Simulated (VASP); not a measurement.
A run of VASP 6.6.1 is set up as follows.

INCAR

```
ALGO = Normal
EDIFF = 1E-6
ENCUT = 520
GGA = PE
ISIF = 2
ISMEAR = 0
KPAR = 4
LASPH = True
LCHARG = True
LREAL = False
LVHAR = True
LWAVE = False
NELM = 80
PREC = Accurate
SIGMA = 0.02
```

KPOINTS

```
k-points
0
Gamma
  4 4 6
```

File POSCAR:

```
Be3Se2O
1.0
    2.8836900000     -5.0232800000      0.0000000000
    2.8836900000      5.0232800000      0.0000000000
   -1.9927710000      0.0000000000      3.0839480000
Be Se O
3 2 1
Direct
    0.3647740000      0.0944330000      0.2599370000
    0.0944330000      0.3647740000      0.2599370000
    0.7812690000      0.7812690000      0.1106980000
    0.3413560000      0.6742820000      0.0069300000
    0.6742820000      0.3413560000      0.0069300000
    0.0604260000      0.0604260000      0.1577330000
```

Potentials or basis: VASP PAW PBE potentials, release 64 (Be, Se, O).

Launch:

```console
$ cat potpaw_PBE.64/Be/POTCAR potpaw_PBE.64/Se/POTCAR potpaw_PBE.64/O/POTCAR > POTCAR
$ mpirun -np 4 vasp_std > vasp.out
```

(1) What does it give for the pressure?

(2) Estimate the band gap on the k mesh.

## Answers

(1) 0.0 GPa.

(2) 2.82 eV, direct.
